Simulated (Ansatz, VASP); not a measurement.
**SnH5CN2Cl3 in two plane-wave programs**

Wanted: the spread between two codes on one cell, functional and k mesh. The cell is taken from a series of runs on this material, whose earlier steps may have relaxed, scaled, displaced or heated it; both programs get it as it stands.

Main program and level: Ansatz 0.2.0; plane waves, with VASP 6.6.1 beside it; single point at HSE06.

### Step 1. The starting structure

It takes space group Amm2 (No. 38, orthorhombic). The conventional cell has a = 5.799 Å, b = 7.718 Å, c = 8.308 Å, α = 90.00°, β = 90.00°, γ = 90.00°. Nearest to Sn lie 6 Cl at 2.68 to 3.00 Å. Nearest to H lie 1 N at 1.02 Å. H has 1 N at 1.01 Å nearest. Nearest to H lie 1 C at 1.09 Å. C has 1 H at 1.09 Å and 2 N at 1.30 Å nearest. Nearest to N lie 2 H at 1.01 to 1.02 Å and 1 C at 1.30 Å. Farther neighbours and most contacts between anions are not listed.

Structure file:

```cif
data_structure
_symmetry_space_group_name_H-M 'P 1'
_symmetry_Int_Tables_number 1
_cell_length_a 5.7989
_cell_length_b 5.6699
_cell_length_c 5.6699
_cell_angle_alpha 85.788
_cell_angle_beta 90.000
_cell_angle_gamma 90.000
_cell_volume 185.92
loop_
_atom_site_label
_atom_site_type_symbol
_atom_site_fract_x
_atom_site_fract_y
_atom_site_fract_z
_atom_site_occupancy
Sn1 Sn 0.50000 0.37422 0.37422 1
H2 H 0.21456 0.72448 0.72448 1
H3 H 0.78544 0.72448 0.72448 1
H4 H 0.34099 0.91678 0.91678 1
H5 H 0.65901 0.91678 0.91678 1
H6 H 0.00000 0.05208 0.05208 1
C7 C 0.00000 0.92058 0.92058 1
N8 N 0.19847 0.84661 0.84661 1
N9 N 0.80153 0.84661 0.84661 1
Cl10 Cl 0.50000 0.84730 0.34908 1
Cl11 Cl 0.50000 0.34908 0.84730 1
Cl12 Cl 0.00000 0.40781 0.40781 1
```

### Step 2. VASP: single point, HSE06

With cell and atoms fixed, the geometry can't cause a difference; cores, projectors, grids and the points listed under the comparison can.

Lines of VASP's logs that name or quote its potential files are left out, and so is its time.

The run reads the wave functions of an earlier VASP run, which isn't shown here.

Input file INCAR:

```
SYSTEM = SnH5CN2Cl3
PREC = Accurate
ENCUT = 520
EDIFF = 1E-06
NELM = 100
ISMEAR = 0
SIGMA = 0.01
LREAL = .FALSE.
ALGO = Normal
LHFCALC = .TRUE.
AEXX = 0.25
GGA = PE
HFSCREEN = 0.208
LASPH = .TRUE.
NBANDS = 39
PRECFOCK = Fast
LORBIT = 11
LWAVE = .FALSE.
LCHARG = .FALSE.
ISIF = 2
```

Input file POSCAR:

```
SnH5CN2Cl3
1.0
    5.7988675200      0.0000000000      0.0000000000
    0.0000000000      3.8591910000      4.1538850000
    0.0000000000     -3.8591910000      4.1538850000
Sn H C N Cl
1 5 1 2 3
Direct
    0.5000000000      0.3742155390      0.3742155390
    0.2145590193      0.7244818550      0.7244818550
    0.7854409807      0.7244818550      0.7244818550
    0.3409931443      0.9167805314      0.9167805314
    0.6590068557      0.9167805314      0.9167805314
    0.0000000000      0.0520760994      0.0520760994
    0.0000000000      0.9205758343      0.9205758343
    0.1984695989      0.8466102038      0.8466102038
    0.8015304011      0.8466102038      0.8466102038
    0.5000000000      0.8472971103      0.3490826709
    0.5000000000      0.3490826709      0.8472971103
    0.0000000000      0.4078055658      0.4078055658
```

Input file KPOINTS:

```
Automatic mesh
0
Gamma
2 2 2
0 0 0
```

Potentials, in the order of the species: Sn_d, H, C, N and Cl (PBE family, release 64).

Run with:

```bash
$ export OMP_NUM_THREADS=3
$ mpirun -np 1 vasp_std
```

Numbers of over 12 decimals in the logs are rounded to 6 here.

The log of the run:

```text
[banner, memory and clock lines left out]
running    1 mpi-ranks, on    1 nodes
 distrk:  each k-point on    1 cores,    1 groups
 distr:  one band on    1 cores,    1 groups
 Offloading initialized ...    1 GPUs detected
 POSCAR found type information on POSCAR SnH C N Cl
 POSCAR found :  5 types and      12 ions
 LDA part: xc-table for (Slater+PW92), standard interpolation
 found WAVECAR, reading the header
 POSCAR, INCAR and KPOINTS ok, starting setup
 FFT: planning ... GRIDC
 FFT: planning ... GRID_SOFT
 FFT: planning ... GRID
 reading WAVECAR
 the WAVECAR file was read successfully
 initial charge from wavefunction
 entering main loop
       N       E                     dE             d eps       ncg     rms          rms(c)
DAV:   1    -0.692338250450E+02   -0.69234E+02   -0.77861E-01   517   0.587E+00    0.130E+00
DAV:   2    -0.692418753920E+02   -0.80503E-02   -0.71163E-02   556   0.123E+00    0.765E-01
DAV:   3    -0.692382775426E+02    0.35978E-02   -0.92667E-03   634   0.490E-01    0.459E-01
DAV:   4    -0.692379011084E+02    0.37643E-03   -0.17882E-03   563   0.211E-01    0.286E-01
DAV:   5    -0.692376990976E+02    0.20201E-03   -0.15492E-04   578   0.767E-02    0.168E-01
DAV:   6    -0.692376184946E+02    0.80603E-04   -0.79762E-05   586   0.485E-02    0.939E-02
DAV:   7    -0.692375955089E+02    0.22986E-04   -0.23759E-05   578   0.268E-02    0.523E-02
DAV:   8    -0.692375880665E+02    0.74425E-05   -0.58503E-06   602   0.138E-02    0.300E-02
DAV:   9    -0.692375859833E+02    0.20832E-05   -0.21086E-06   530   0.829E-03    0.176E-02
DAV:  10    -0.692375854993E+02    0.48396E-06   -0.68246E-07   366   0.513E-03
   1 F= -.69237585E+02 E0= -.69237585E+02  d E =-.202750E-14
```

From OUTCAR (step 2):

```text
ion  position               nearest neighbor table
   1  0.500  0.374  0.374-  10 2.68  11 2.68  12 2.91  12 2.91  10 3.00  11 3.00
   2  0.215  0.724  0.724-   8 1.02
   3  0.785  0.724  0.724-   9 1.02
   4  0.341  0.917  0.917-   8 1.01
   5  0.659  0.917  0.917-   9 1.01
   6  0.000  0.052  0.052-   7 1.09
   7  0.000  0.921  0.921-   6 1.09   8 1.30   9 1.30
   8  0.198  0.847  0.847-   4 1.01   2 1.02   7 1.30
   9  0.802  0.847  0.847-   5 1.01   3 1.02   7 1.30
  10  0.500  0.847  0.349-   1 2.68   1 3.00
  11  0.500  0.349  0.847-   1 2.68   1 3.00
  12  0.000  0.408  0.408-   1 2.91   1 2.91

  LATTYP: Found a base centered orthorhombic cell.
 ALAT       =     7.7183820000
 B/A-ratio  =     1.0763616001
 C/A-ratio  =     0.7513061053

 Subroutine GETGRP returns: Found  4 space group operations
 (whereof  4 operations were pure point group operations)

The static configuration has the point symmetry C_2v.

 Found      6 irreducible k-points:

   k-points           NKPTS =      6   k-points in BZ     NKDIM =      8   number of bands    NBANDS=     39

   dimension x,y,z NGX =    48 NGY =   42 NGZ =   42
   dimension x,y,z NGXF=    96 NGYF=   84 NGZF=   84

   ENCUT  =  520.0 eV  38.22 Ry    6.18 a.u.  10.78 10.54 10.54*2*pi/ulx,y,z

   NELECT =      54.0000    total number of electrons

 k-points in reciprocal lattice and weights: Automatic mesh
   0.00000000  0.00000000  0.00000000       0.125
   0.50000000  0.00000000  0.00000000       0.125
   0.00000000  0.50000000  0.00000000       0.250
   0.50000000  0.50000000  0.00000000       0.250
   0.00000000  0.50000000  0.50000000       0.125
   0.50000000  0.50000000  0.50000000       0.125

  exchange ACFDT corr.  =         0.00000000  see jH, gK, PRB 81, 115126

 average (electrostatic) potential at core
       1 -99.5207       2 -34.4627       3 -34.4627       4 -34.6374       5 -34.6374
       6 -33.2522       7 -52.0073       8 -63.8200       9 -63.8200      10 -89.6046
      11 -89.6046      12 -89.1116

 E-fermi :   1.4797

 k-point     1 :       0.0000    0.0000    0.0000
  band No.  band energies     occupation
    ...
     23      -1.9211      2.00000
     24      -1.8976      2.00000
     25      -1.6289      2.00000
     26      -1.4494      2.00000
     27      -1.3036      2.00000
     28       5.1132      0.00000
     29       6.0484      0.00000
     30       7.0378      0.00000
     31       7.1094      0.00000
     32       7.5751      0.00000
    ...

 k-point     2 :       0.5000    0.0000    0.0000
  band No.  band energies     occupation
    ...
     23      -2.0698      2.00000
     24      -1.6459      2.00000
     25      -1.3071      2.00000
     26      -1.1041      2.00000
     27      -0.5000      2.00000
     28       4.5295      0.00000
     29       5.2259      0.00000
     30       6.6071      0.00000
     31       7.1846      0.00000
     32       7.4745      0.00000
    ...

 k-point     3 :       0.0000    0.5000    0.0000
  band No.  band energies     occupation
    ...
     23      -1.9723      2.00000
     24      -1.6452      2.00000
     25      -1.4107      2.00000
     26      -1.3950      2.00000
     27      -0.4364      2.00000
     28       4.5439      0.00000
     29       5.1456      0.00000
     30       6.5983      0.00000
     31       6.9349      0.00000
     32       7.1122      0.00000
    ...

  Total        1.0600347      1.2706380      0.9293048      0.0000000      0.0000000      0.0000000
  in kB        9.1349616     10.9498581      8.0083830      0.0000000      0.0000000      0.0000000
  external PRESSURE =       9.3644009 kB  Pullay stress =       0.0000000 kB

  energy-cutoff  :      520.00
  volume of cell :      185.92
      direct lattice vectors                 reciprocal lattice vectors
     5.798867520  0.000000000  0.000000000     0.172447464  0.000000000 -0.000000000
     0.000000000  3.859191000  4.153885000    -0.000000000  0.129560833  0.120369245
     0.000000000 -3.859191000  4.153885000     0.000000000 -0.129560833  0.120369245

 POSITION                                       TOTAL-FORCE (eV/Angst)
 -----------------------------------------------------------------------------------
      2.89943      0.00000      3.10890         0.000000      0.000000      0.298445
      1.24420      0.00000      6.01883        -0.066011      0.000000      0.406632
      4.55467      0.00000      6.01883         0.066011      0.000000      0.406632
      1.97737      0.00000      7.61640        -0.366067      0.000000     -0.239801
      3.82149      0.00000      7.61640         0.366067      0.000000     -0.239801
      0.00000      0.00000      0.43264         0.000000      0.000000     -0.241902
      0.00000      0.00000      7.64793         0.000000      0.000000     -0.321950
      1.15090      0.00000      7.03344        -0.121573      0.000000      0.114521
      4.64797      0.00000      7.03344         0.121573      0.000000      0.114521
      2.89943      1.92270      4.96962         0.000000     -0.243472     -0.253346
      2.89943     -1.92270      4.96962         0.000000      0.243472     -0.253346
      0.00000      0.00000      3.38795         0.000000      0.000000      0.209394
 -----------------------------------------------------------------------------------
    total drift:                               -0.000001      0.000026     -0.005132

  FREE ENERGIE OF THE ION-ELECTRON SYSTEM (eV)
  ---------------------------------------------------
  free  energy   TOTEN  =       -69.2375854993 eV

  energy  without entropy=      -69.2375854993  energy(sigma->0) =      -69.23758550

 total charge
# of ion       s       p       d       tot
------------------------------------------
    1        1.527   0.423  10.006  11.955
    2        0.613   0.089   0.000   0.703
    3        0.613   0.089   0.000   0.703
    4        0.631   0.093   0.000   0.724
    5        0.631   0.093   0.000   0.724
    6        0.633   0.050   0.000   0.683
    7        0.885   1.753   0.000   2.638
    8        1.227   2.842   0.000   4.070
    9        1.227   2.842   0.000   4.070
   10        1.591   3.569   0.000   5.160
   11        1.591   3.569   0.000   5.160
   12        1.588   3.543   0.000   5.131
--------------------------------------------------
tot         12.758  18.955  10.006  41.719

[... 3 further parts left out ...]
```

The run ends at a pressure of 0.94 GPa, with forces up to 0.44 eV/Å.

(Part 1 of 2 ends here.)

[Lines on the potential files, build, host, timing and source positions are cut from VASP's logs without a mark.]

[Logs are printed without paths, hosts, clocks, repeated set-up lines and the standing remarks that a program may print on its own settings, such as how far it seeks lower states.]

[Hosts, paths, dates, database ids (printed as entryN), source tags and the programs' standing remarks are cut or masked in the printed files.]
